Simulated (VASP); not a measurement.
Computed with PBE GGA, VASP's PBE PAW potentials (set 64) (plane waves; VASP 6.6.1).

Input for VASP

**INCAR**
```
LREAL = .FALSE.
ENCUT = 300   # plane-wave cut-off (eV)
ISMEAR = -1
PREC = Accurate
SYSTEM = GeOs2
EDIFF = 1E-6   # SCF stop (eV)
ISIF = 2
ALGO = Normal
SIGMA = 0.05   # width (eV)
LWAVE = .FALSE.
GGA = PE   # PBE
LMAXMIX = 6   # l cut-off of mixed one-centre charges
LASPH = .TRUE.   # aspherical one-centre terms
NELM = 100   # most electronic steps
LCHARG = .FALSE.
```

### POSCAR
```
GeOs2
1
    3.9966440000     0.0000000000     0.0000000000
    0.0000000000     3.9966440000     0.0000000000
    0.0000000000     0.0000000000     6.0982640000
Os Ge
4 2
Direct
  0.0000000000   0.0000000000   0.0000000000
  0.5000000000   0.5000000000   0.0000000000
  0.5000000000   0.0000000000   0.2700000000
  0.0000000000   0.5000000000   0.7300000000
  0.5000000000   0.0000000000   0.7000000000
  0.0000000000   0.5000000000   0.3000000000
```

KPOINTS:
```
Automatic mesh
0
Gamma
  1 1 1
0 0 0
```

POTCAR, in this order: Os Ge_d (PBE.64 set). Program: vasp_std.

At this cut-off the stress carries a Pulay error, which pulls relaxed volumes low.

Estimate the energy per atom (σ→0), pressure, largest force.

- energy per atom (σ→0): -6.946 eV/atom
- pressure: 6.20 GPa
- largest force: 3.918 eV/Å

### OSZICAR
```
...
DAV:  14    -0.418482476280E+02    0.21848E-02   -0.73460E-04    96   0.145E-01    0.185E+00
DAV:  15    -0.418405965457E+02    0.76511E-02   -0.28262E-02   112   0.282E-01    0.571E-01
DAV:  16    -0.418406754851E+02   -0.78939E-04   -0.75829E-04    80   0.142E-01    0.145E-01
DAV:  17    -0.418409099920E+02   -0.23451E-03   -0.12881E-04    96   0.726E-02    0.108E-01
DAV:  18    -0.418409115828E+02   -0.15909E-05   -0.95370E-06    80   0.176E-02    0.695E-02
DAV:  19    -0.418409032272E+02    0.83557E-05   -0.23388E-05    88   0.363E-02    0.240E-02
DAV:  20    -0.418409039782E+02   -0.75104E-06   -0.18836E-06    64   0.893E-03
   1 F= -.41840904E+02 E0= -.41673328E+02  d E =-.335152E+00
```

The structure was generated: GeOs2 was put into an ordered model structure, which need not be its known phase. The cell was not relaxed at this level. The k-mesh is coarse (spacing up to 1.57 per Å, 2π included), so the numbers may not be converged in it. The run is one of a series of settings (KPOINTS 1×1×1 Γ-centred mesh against the base run), some of them coarse on purpose.
